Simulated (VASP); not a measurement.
Calculation: PBEsol GGA, VASP's PBE PAW potentials (set 64) (plane waves; VASP).

Gaps are without spin-orbit coupling.

**Question.** Order these relaxed crystals by band gap, smallest first: KMgF3, Pm-3m (221); HgS, P3_221 (154); BN, P6_3mc (186); Mg2Si, Fm-3m (225).

**Answer.** Mg2Si, Fm-3m (225) (0.11 eV), HgS, P3_221 (154) (1.22 eV), BN, P6_3mc (186) (4.95 eV), KMgF3, Pm-3m (221) (7.13 eV)
